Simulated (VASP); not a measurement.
**ZnS: relaxation of cell and atoms with PBE**

ZnS:

```xyz
2
Lattice="0.0000 2.7020 2.7020 2.7020 0.0000 2.7020 2.7020 2.7020 0.0000" Properties=species:S:1:pos:R:3 pbc="T T T"
Zn    1.3510    1.3510    1.3510
S     0.0000    0.0000    0.0000
```

```yaml
Program: VASP 6.6.1
Task: relaxation of cell and atoms
Functional: PBE
Potentials_or_basis: VASP PAW PBE potentials, release 64 (Zn, S)
Cutoff: 520 eV
k_mesh: 6 × 6 × 6
Occupations: gaussian, width 0.02 eV
Spin: no spin polarisation
Further_INCAR_settings: ALGO = Normal; EDIFF = 1e-07; IBRION = 2; EDIFFG = -0.002; NSW = 80; ISIF = 3
```

- Relaxed volume: 20.21 Å³/atom
- Relaxed cell: a = 3.852 Å, b = 3.852 Å, c = 3.852 Å, α = 60.00°, β = 60.00°, γ = 60.00°
- Space group after relaxing (to 0.05 Å): F-43m (No. 216)
- Energy gained by relaxing: 2.6 meV/atom
- Ionic steps: 3
- Pressure after relaxing: 0.0 GPa
- Band gap on the k mesh: 2.01 eV, direct

Step by step:
| step | energy change (eV) | largest force (eV/Å) | pressure (GPa) | volume (Å³) |
| --- | --- | --- | --- | --- |
| 1 | 0.0000 | 0.0000 | 1.77 | 39.45 |
| 2 | -0.0047 | 0.0000 | -0.49 | 40.71 |
| 3 | -0.0052 | 0.0000 | 0.00 | 40.42 |

Final structure:
```xyz
2
Lattice="0.0000 2.7238 2.7238 2.7238 0.0000 2.7238 2.7238 2.7238 0.0000" Properties=species:S:1:pos:R:3 pbc="T T T"
Zn    1.3619    1.3619    1.3619
S     0.0000    0.0000    0.0000
```

Levels at points of the mesh, in eV from the valence-band top:
```csv
k point,band 6,band 7,band 8,band 9,band 10,band 11,band 12,band 13
"(0.00, 0.00, 0.00)",-5.78,0.00,0.00,0.00,2.01,6.41,6.41,6.41
"(0.50, 0.00, 0.00)",-5.58,-5.13,-0.83,-0.83,3.26,6.94,6.94,8.78
"(0.50, 0.50, 0.00)",-5.57,-4.47,-2.13,-2.13,3.46,4.07,10.81,11.80
```

Run time: 27 s on 1 thread of Intel(R) Xeon(R) Platinum 8259CL CPU @ 2.50GHz (Skylake/Cascade Lake), with other jobs on the host, peak memory 0.16 GiB.

PBE usually gives volumes a little too large and moduli too small. Zero-point motion and thermal expansion aren't in these numbers.
